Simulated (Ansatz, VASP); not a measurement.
# Si9GeC182 (regrown after partial melting: C with 5 % Si on C sites, (111)) in two plane-wave programs

Wanted: the spread between two codes on one cell, functional and k mesh. Of the first pair: The structure shown is the start of the Ansatz relaxation below; VASP solves that cell, so the two are compared at the walk's first step.

Method: plane waves, with VASP 6.6.1 beside it; single point at PBE, in Ansatz 0.2.0.

### 1. Starting point

The cell holds 192 atoms: 9 Si, 182 C and 1 Ge. Cell: a = 10.086 Å, b = 8.735 Å, c = 12.823 Å, α = 90.0°, β = 90.0°, γ = 90.0°. It derives from C (diamond C). As first built, before any earlier steps moved the atoms (in the runner's words): A 2 x 1 x 2 block of diamond C (a = 3.566 A), 5 % of C replaced at random by Si with its (111) planes normal to z; the lower 50 % held fixed, the rest melted at 8000 K for 10 ps and cooled to 300 K at 50 K/ps with the Tersoff potential (Tersoff, Phys. Rev. B 39, 5566 (1989)); then all atoms free for 10 ps at 300 K, the cell's length along z at zero stress. . The structure's axis is c. Nearest the centre at fractional (0.110, 0.227, 0.116): Ge192 at 0.00 Å, C42 at 1.73 Å, C44 at 1.74 Å, C54 at 1.75 Å, C24 at 1.75 Å, C41 at 2.56 Å, C20 at 2.57 Å, C61 at 2.57 Å.

### 2. Ansatz: relaxation, PBE

Ansatz runs on its default PAW (the set named soft_2) files.

The two programs are compared at the cell with which this relaxation starts, whose forces are those of its first step.

The input, input.yaml:

```yaml
crystal:
  lattice:
    - [10.08617, 0.0, 0.0]
    - [0.0, 8.73488, 0.0]
    - [0.0, 0.0, 12.82313]
  atoms:
    - { symbol: Si, position: [0.86221, 0.06284, 0.92349] }
    - { symbol: Si, position: [0.86045, 0.06225, 0.08145] }
[... 7 atom lines left out ...]
    - { symbol: C, position: [0.1118, 0.56247, 0.07459] }
    - { symbol: C, position: [0.98438, 0.48496, 0.11466] }
    - { symbol: C, position: [0.98496, 0.47861, 0.23854] }
    - { symbol: C, position: [0.23696, 0.48178, 0.11839] }
    - { symbol: C, position: [0.23482, 0.47774, 0.23954] }
    - { symbol: C, position: [0.11152, 0.7248, 0.11401] }
    - { symbol: C, position: [0.11041, 0.72625, 0.2369] }
    - { symbol: Ge, position: [0.10966, 0.22717, 0.11637] }
    - { symbol: C, position: [0.10966, 0.22821, 0.25282] }
    - { symbol: C, position: [0.98393, 0.14383, 0.28223] }
    - { symbol: C, position: [0.98318, 0.14247, 0.40277] }
    - { symbol: C, position: [0.23629, 0.14446, 0.28249] }
[... 2 atom lines left out ...]
    - { symbol: C, position: [0.10967, 0.39671, 0.40498] }
    - { symbol: C, position: [0.859, 0.72605, 0.11403] }
    - { symbol: C, position: [0.8602, 0.72691, 0.23635] }
    - { symbol: C, position: [0.23483, 0.6427, 0.27881] }
    - { symbol: C, position: [0.23534, 0.64307, 0.39978] }
    - { symbol: C, position: [0.98523, 0.64402, 0.27836] }
[... 9 atom lines left out ...]
    - { symbol: C, position: [0.8614, 0.55432, 0.95016] }
[... 1 atom line left out ...]
    - { symbol: C, position: [0.11123, 0.8927, 0.27765] }
    - { symbol: C, position: [0.11078, 0.89216, 0.39549] }
    - { symbol: C, position: [0.9876, 0.80404, 0.94488] }
    - { symbol: C, position: [0.98609, 0.80299, 0.07237] }
[... 1 atom line left out ...]
    - { symbol: C, position: [0.23655, 0.80932, 0.07341] }
    - { symbol: C, position: [0.11721, 0.05744, 0.95029] }
[... 2 atom lines left out ...]
    - { symbol: C, position: [0.36171, 0.06221, 0.07376] }
[... 1 atom line left out ...]
    - { symbol: C, position: [0.73061, 0.97549, 0.23823] }
    - { symbol: C, position: [0.483, 0.98123, 0.11446] }
    - { symbol: C, position: [0.48439, 0.98021, 0.23602] }
    - { symbol: C, position: [0.36451, 0.22986, 0.11537] }
    - { symbol: C, position: [0.36057, 0.22902, 0.23856] }
[... 4 atom lines left out ...]
    - { symbol: C, position: [0.73195, 0.48045, 0.11379] }
    - { symbol: C, position: [0.73419, 0.4787, 0.23624] }
[... 24 atom lines left out ...]
    - { symbol: C, position: [0.35487, 0.56243, 0.95972] }
[... 2 atom lines left out ...]
    - { symbol: C, position: [0.60692, 0.89601, 0.39774] }
[... 1 atom line left out ...]
    - { symbol: C, position: [0.48097, 0.81406, 0.07754] }
[... 1 atom line left out ...]
    - { symbol: C, position: [0.73273, 0.80501, 0.07297] }
[... 24 atom lines left out ...]
    - { symbol: C, position: [0.12106, 0.3986, 0.78732] }
    - { symbol: C, position: [0.11586, 0.40393, 0.91057] }
[... 1 atom line left out ...]
    - { symbol: C, position: [0.72931, 0.61533, 0.7932] }
[... 8 atom lines left out ...]
    - { symbol: C, position: [0.23677, 0.31409, 0.44376] }
[... 46 atom lines left out ...]
    - { symbol: C, position: [0.36241, 0.40011, 0.91881] }
[... 13 atom lines left out ...]
    - { symbol: C, position: [0.60734, 0.06425, 0.56367] }
kpoints:
  mp_grid: { grid: [1, 2, 1] }
hamiltonian:
  xc: pbe
scf:
  occupations: { method: fermi_dirac, width: 0.05 }
output:
  forces: true
  eigenvalues: true
relax:
  f_tol: 0.05
  max_steps: 90
```

Run with:

```sh
$ ansatz run input.yaml --threads 4 --pin off --max-ram 8192MiB --backend cpu --events-out ev --progress --plain --runs-dir out
```

Numbers of over 12 decimals in the logs are rounded to 6 here.

Log:

```text
Engine: ansatz 0.2.0, x86_64-unknown-linux-gnu
Pseudopotentials: kind: paw
Pseudopotential: Si, paw, valence charge 4, recommended cutoff 420 eV (normal), Si.paw.azcp
Pseudopotential: C, paw, valence charge 4, recommended cutoff 420 eV (normal), C.paw.azcp
Pseudopotential: Ge, paw, valence charge 14, recommended cutoff 420 eV (normal), Ge.paw.azcp
Functional definition: PBE
  parameter kappa = 0.804
  parameter beta = 0.066725
  exchange = pbe_x(kappa = kappa, mu = beta*pi^2/3)
  correlation = pbe_c(beta = beta)
Crystal: 192 atoms, lattice volume = 1129.737 Å³
Basis set: ecut = 420 eV, 22083 PW (Γ), exchange–correlation on 144×120×180 points (8 copies of the dense FFT grid, shifted against one another)
Bands: 581, of which v1, the nominal top of the filled ones, is band 389 counted from 1 (388 counted from 0)
Symmetry: 1 space group operations
Space group: P1 (ITA 1), of the structure as read, at distance tolerance 1.0e-4 Å
k-points: 2
Non-local potential: Si, projectors of the file, l = 0: 2, l = 1: 2, l = 2: 2
Non-local potential: C, projectors of the file, l = 0: 2, l = 1: 2, l = 2: 1
Non-local potential: Ge, projectors of the file, l = 0: 2, l = 1: 2, l = 2: 3, l = 3: 1
PAW form: soft (Blöchl's): semilocal exchange-correlation on the pseudo side does not see the compensation charge
PAW one-centre angular grid: Si, 110 points (default); XC on 64 Gauss nodes
PAW one-centre angular grid: C, 110 points (default); XC on 64 Gauss nodes
PAW one-centre angular grid: Ge, 590 points (default); XC on 64 Gauss nodes
Initial density: superposition of atomic densities (neutral atoms: chi_scale 0, normalization atom), corrected by the library's trained network
Initial wavefunctions: pseudopotential atomic-orbital guess
Functional: x = pbe(κ = 0.804, μ = 0.219515), c = pbe(β = 0.066725)
SCF iter   1: F=—  HF=-55608.702578 eV  |F-HF|=—  |Δ(HF+E_count)|=         —  Δρ=9.99e-3  dr2=1.93e0  ethr=1.77e-3  ⟨swp⟩=7.0  Hψ=4706  notcnv=0  defer=358
preconditioner: auto → Resta (q_TF=auto, 2.564 Å⁻¹)  ε∞=4.4  [insulator: Δε(μ)=0.324 eV  Ē_g=16.591 eV  σ=0.050 eV  W_gap=0.92  n_scr=336 (ndim 8)  ℏωp=30.8 eV  f_vac=0.000  D(μ)=1.73/eV (n_scr^D=2)  ε∞_Penn≈4.4]
SCF iter   2: F=—  HF=-55608.351955 eV  |F-HF|=—  |Δ(HF+E_count)|=   3.51e-1  Δρ=5.01e-3  dr2=5.34e-1  ethr=2.49e-4  ⟨swp⟩=2.0  Hψ=1361  notcnv=0  defer=367
SCF iter   3: F=—  HF=-55608.221773 eV  |F-HF|=—  |Δ(HF+E_count)|=   1.30e-1  Δρ=8.10e-4  dr2=9.25e-3  ethr=6.87e-5  ⟨swp⟩=2.5  Hψ=1316  notcnv=0  defer=367
SCF iter   4: F=—  HF=-55608.220091 eV  |F-HF|=—  |Δ(HF+E_count)|=   1.68e-3  Δρ=2.48e-4  dr2=1.04e-3  ethr=1.19e-6  ⟨swp⟩=2.0  Hψ=1942  notcnv=0  defer=367
SCF iter   5: F=—  HF=-55608.219934 eV  |F-HF|=—  |Δ(HF+E_count)|=   1.56e-4  Δρ=1.20e-4  dr2=1.04e-4  ethr=1.34e-7  ⟨swp⟩=2.0  Hψ=1573  notcnv=0  defer=367
SCF iter   6: F=-55608.219852 eV  HF=-55608.219870 eV  |F-HF|=1.83e-5  |Δ(HF+E_count)|=   6.39e-5  Δρ=3.77e-5  dr2=2.17e-5  ethr=8.03e-9  ⟨swp⟩=13.0  Hψ=7242  notcnv=0
SCF 1 converged in 6 iterations: F = -55608.219852 eV  dr2 = 2.17e-5
  greatest PAW one-centre occupation: 0.999 electrons in one spin orbital (limit 2), on the Ge atom at site 16 (counted from 0), in its partial waves of l = 2
relax step   1: F+E_penalty+E_count = -55608.21985206 eV  Δ(F+E_penalty+E_count) = +0.000e0 eV  max|allowed force component| = 2.352e0 eV/Å  Δτ_max = 0.0000 Å  (6 SCF iters, dr2 threshold 6.25e-5 eV, accepted)
Initial density: handed on by an earlier stage of this run
Initial wavefunctions: those handed on with the density
iter 1 solved again at ethr=6.48e-6 eV; its pass at ethr=3.10e-3 eV (dr2=5.04e-2 eV) is discarded
SCF iter   1: F=—  HF=-55608.440180 eV  |F-HF|=—  |Δ(HF+E_count)|=         —  Δρ=2.27e-3  dr2=5.01e-2  ethr=6.48e-6  ⟨swp⟩=2.0  Hψ=3043  notcnv=0  defer=367
preconditioner: auto → Resta (q_TF=auto, 2.564 Å⁻¹)  ε∞=4.5  [insulator: Δε(μ)=0.346 eV  Ē_g=16.568 eV  σ=0.050 eV  W_gap=0.94  n_scr=336 (ndim 8)  ℏωp=30.8 eV  f_vac=0.000  D(μ)=1.63/eV (n_scr^D=2)  ε∞_Penn≈4.5]
SCF iter   2: F=—  HF=-55608.429307 eV  |F-HF|=—  |Δ(HF+E_count)|=   1.09e-2  Δρ=1.13e-3  dr2=1.10e-2  ethr=6.44e-6  ⟨swp⟩=2.0  Hψ=1566  notcnv=0  defer=367
SCF iter   3: F=—  HF=-55608.426287 eV  |F-HF|=—  |Δ(HF+E_count)|=   3.02e-3  Δρ=1.83e-4  dr2=5.31e-4  ethr=1.42e-6  ⟨swp⟩=2.0  Hψ=1572  notcnv=0  defer=367
iter 4 did not close the SCF: its close was put off for the readings that it lacked (scf_convergence_deferred on its scf_iter line)
SCF iter   4: F=-55608.426174 eV  HF=-55608.426192 eV  |F-HF|=1.81e-5  |Δ(HF+E_count)|=   9.46e-5  Δρ=6.16e-5  dr2=3.91e-5  ethr=6.83e-8  ⟨swp⟩=2.0  Hψ=1573  notcnv=0  defer=367
iter 5 did not close the SCF: its close was put off for the readings that it lacked (scf_convergence_deferred on its scf_iter line)
[...]
- { symbol: C, position: [0.485138, 0.313726, 0.950568] }
    - { symbol: C, position: [0.488363, 0.310770, 0.074635] }
    - { symbol: C, position: [0.355119, 0.562577, 0.959567] }
    - { symbol: C, position: [0.359136, 0.565074, 0.079123] }
    - { symbol: C, position: [0.606770, 0.895135, 0.278300] }
    - { symbol: C, position: [0.606945, 0.896026, 0.397766] }
    - { symbol: C, position: [0.468797, 0.808935, 0.959737] }
    - { symbol: C, position: [0.481089, 0.814327, 0.077546] }
    - { symbol: C, position: [0.744609, 0.793554, 0.949051] }
    - { symbol: C, position: [0.732640, 0.805331, 0.072960] }
    - { symbol: C, position: [0.605687, 0.078498, 0.945295] }
    - { symbol: C, position: [0.605857, 0.063934, 0.071899] }
    - { symbol: C, position: [0.858881, 0.060504, 0.441959] }
    - { symbol: C, position: [0.857924, 0.060235, 0.563679] }
    - { symbol: Si, position: [0.237804, 0.807490, 0.570381] }
    - { symbol: C, position: [0.227276, 0.973955, 0.736663] }
    - { symbol: C, position: [0.990653, 0.811644, 0.559699] }
    - { symbol: C, position: [0.979492, 0.951366, 0.729203] }
    - { symbol: C, position: [0.851972, 0.228799, 0.603739] }
    - { symbol: C, position: [0.848910, 0.232094, 0.725876] }
    - { symbol: C, position: [0.109410, 0.562182, 0.444821] }
    - { symbol: C, position: [0.107539, 0.557147, 0.568233] }
    - { symbol: C, position: [0.971617, 0.313622, 0.563594] }
    - { symbol: C, position: [0.987781, 0.468612, 0.738565] }
    - { symbol: C, position: [0.249433, 0.322316, 0.565760] }
[...]
- { symbol: Si, position: [0.110450, 0.222523, 0.618136] }
    - { symbol: Si, position: [0.999912, 0.146236, 0.764514] }
[...]
- { symbol: Si, position: [0.217631, 0.180444, 0.780236] }
[...]
- { symbol: Si, position: [0.851773, 0.723074, 0.610687] }
[...]
- { symbol: Si, position: [0.380819, 0.423656, 0.778431] }
[...]
- { symbol: C, position: [0.497413, 0.476043, 0.597911] }
    - { symbol: C, position: [0.478049, 0.983768, 0.729303] }
    - { symbol: Si, position: [0.606243, 0.888464, 0.896136] }
    - { symbol: C, position: [0.481197, 0.813190, 0.439020] }
    - { symbol: C, position: [0.481070, 0.983028, 0.605027] }
    - { symbol: C, position: [0.733797, 0.815303, 0.434861] }
    - { symbol: C, position: [0.601873, 0.758161, 0.696732] }
    - { symbol: C, position: [0.608426, 0.061966, 0.440513] }
    - { symbol: C, position: [0.607359, 0.064238, 0.563727] }
```

Reading the cycles: dr2 is the Hartree energy of the density residual (eV), the measure of convergence; HF is the Harris–Foulkes estimate of the energy, which meets the free energy F at convergence.

### 3. VASP: single point, PBE, start cell, pair 1

The same cell, functional, mesh and smearing now go to VASP, with its own data sets.

Lines of VASP's logs that name or quote its potential files are left out, and so is its time.

The input, INCAR:

```
SYSTEM = Si9GeC182
PREC = Accurate
ENCUT = 520
EDIFF = 1E-06
NELM = 120
ISMEAR = -1
SIGMA = 0.05
LREAL = Auto
ALGO = Normal
GGA = PE
NBANDS = 523
LORBIT = 11
LWAVE = .FALSE.
LCHARG = .FALSE.
ISIF = 2
LASPH = .TRUE.
GGA_COMPAT = .FALSE.
EFERMI = MIDGAP
```

The input, POSCAR:

```
Si9GeC182
1.0
   10.0861700000      0.0000000000      0.0000000000
    0.0000000000      8.7348800000      0.0000000000
    0.0000000000      0.0000000000     12.8231300000
Si C Ge
9 182 1
Direct
    0.8622103336      0.0628400161      0.9234874793
    0.8604455408      0.0622447017      0.0814465735
[... 7 atom lines left out ...]
    0.2397936977      0.9737855586      0.1136306034
    0.2357386401      0.9778955177      0.2369936201
    0.9993783567      0.9606657447      0.1188711336
    0.9884525048      0.9738656971      0.2387716572
    0.8557856947      0.2521271042      0.1188399400
    0.8591467326      0.2337181507      0.2396528773
    0.1116975026      0.5637513051      0.9516787243
    0.1117966483      0.5624690894      0.0745917728
    0.9843776181      0.4849637316      0.1146599933
    0.9849625775      0.4786098950      0.2385377049
    0.2369581318      0.4817810892      0.1183876323
    0.2348165855      0.4777398201      0.2395436995
[... 2 atom lines left out ...]
    0.1096551020      0.2282114923      0.2528165900
    0.9839314626      0.1438256736      0.2822321851
    0.9831779556      0.1424747678      0.4027721781
    0.2362938558      0.1444553331      0.2824895326
    0.2362244539      0.1440889858      0.4035520189
    0.1097245039      0.3964221604      0.2838464556
[... 9 atom lines left out ...]
    0.8591764763      0.3966053340      0.2794871455
[... 1 atom line left out ...]
    0.2393673714      0.3176345869      0.9559366551
    0.2492819375      0.3232442804      0.0735935766
    0.9887697709      0.3197868774      0.9471088572
    0.9736302283      0.3280411408      0.0687897573
[... 1 atom line left out ...]
    0.8586609189      0.5618623267      0.0735623830
    0.1112315180      0.8926968659      0.2776467212
[... 2 atom lines left out ...]
    0.9860928380      0.8029875625      0.0723692265
[... 1 atom line left out ...]
    0.2365516346      0.8093185024      0.0734064148
    0.1172100014      0.0574363929      0.9502906077
    0.1151279425      0.0391304746      0.0697801551
    0.3610785858      0.0648434781      0.9507819074
    0.3617131181      0.0622103566      0.0737573432
[... 4 atom lines left out ...]
    0.3645090257      0.2298600553      0.1153696484
    0.3605729430      0.2290243255      0.2385611001
[... 24 atom lines left out ...]
    0.3602259331      0.3955291887      0.2792531933
[... 2 atom lines left out ...]
    0.7308720753      0.3164897514      0.0721664679
[... 1 atom line left out ...]
    0.4878363145      0.3107426776      0.0746697569
[... 1 atom line left out ...]
    0.3585999443      0.5645641383      0.0791538415
[... 24 atom lines left out ...]
    0.0117487609      0.1600708882      0.9052392045
    0.2397837831      0.1499848882      0.9203603176
[... 1 atom line left out ...]
    0.1158616204      0.4039322807      0.9105733156
[... 8 atom lines left out ...]
    0.8621905044      0.3921061308      0.9031336343
[... 46 atom lines left out ...]
    0.3624071377      0.4001085304      0.9188084344
[... 13 atom lines left out ...]
    0.1096551020      0.2271696921      0.1163678447
```

The input, KPOINTS:

```
Automatic mesh
0
Gamma
1 2 1
0 0 0
```

The projector-augmented-wave data sets are Si, C and Ge_d (PBE family, release 64).

Run with:

```sh
$ export OMP_NUM_THREADS=4
$ mpirun -np 1 vasp_std
```

Log:

```text
[banner, memory and clock lines left out]
running    1 mpi-ranks, on    1 nodes
[...]
Offloading initialized ...    1 GPUs detected
[...]
LDA part: xc-table for (Slater+PW92), standard interpolation
 POSCAR, INCAR and KPOINTS ok, starting setup
[...]
entering main loop
       N       E                     dE             d eps       ncg     rms          rms(c)
DAV:   1     0.458847426933E+04    0.45885E+04   -0.37555E+05  2450   0.161E+03
DAV:   2    -0.111207037230E+04   -0.57005E+04   -0.51782E+04  2452   0.392E+02
DAV:   3    -0.169832609718E+04   -0.58626E+03   -0.56890E+03  2543   0.116E+02
DAV:   4    -0.172583960815E+04   -0.27514E+02   -0.27243E+02  2632   0.282E+01
[...]
DAV:  20    -0.165218797789E+04   -0.15769E-05   -0.37117E-06  1664   0.218E-03    0.224E-02
DAV:  21    -0.165218797250E+04    0.53882E-05   -0.41832E-05  2016   0.401E-03    0.139E-03
DAV:  22    -0.165218797299E+04   -0.48577E-06   -0.34710E-06  1688   0.208E-03
   1 F= -.16521880E+04 E0= -.16521776E+04  d E =-.206825E-01
```

From OUTCAR (step 3):

```text
  FREE ENERGIE OF THE ION-ELECTRON SYSTEM (eV)
  ---------------------------------------------------
  free  energy   TOTEN  =     -1652.1879729901 eV

  energy  without entropy=    -1652.1672905214  energy(sigma->0) =    -1652.17763176

[... 2 further parts left out ...]
[key lines of the parts left out:]
E-fermi :  11.4048
```

The run ends at a pressure of 23.23 GPa, with forces up to 2.5 eV/Å.

### 4. Comparison

Known differences besides the potentials themselves: the cutoff is 420 eV in Ansatz and 520 eV in VASP (PREC = Accurate, projectors in real space). Total energies have different zeros and are not compared.

Forces on 7 of the 192 atoms, those with the largest forces and the largest differences (eV/Å; atoms numbered as in POSCAR):

| atom | Ansatz x, y, z | VASP x, y, z |
| --- | --- | --- |
| C14 | -0.106, 0.093, -0.089 | -0.107, 0.069, -0.079 |
| C24 | 0.015, -0.001, 2.352 | 0.022, -0.005, 2.259 |
| C42 | 2.090, 1.261, -0.831 | 2.002, 1.206, -0.795 |
| C44 | -1.924, 1.260, -0.822 | -1.846, 1.197, -0.802 |
| C54 | 0.099, -2.219, -0.754 | 0.087, -2.125, -0.742 |
| C61 | 0.100, 0.104, -0.070 | 0.094, 0.090, -0.061 |
| Ge192 | -0.249, -0.305, 0.131 | -0.234, -0.290, 0.123 |

The forces differ by 14 meV/Å r.m.s., which is 7.3 % of the r.m.s. force of 0.196 eV/Å (both taken over all components).

[end of part 1 of 2]

[Lines on the potential files, build, host, timing and source positions are cut from VASP's logs without a mark.]

[Logs are printed without paths, hosts, clocks, repeated set-up lines and the standing remarks that a program may print on its own settings, such as how far it seeks lower states.]

[Hosts, paths, dates, database ids (printed as entryN), source tags and the programs' standing remarks are cut or masked in the printed files.]
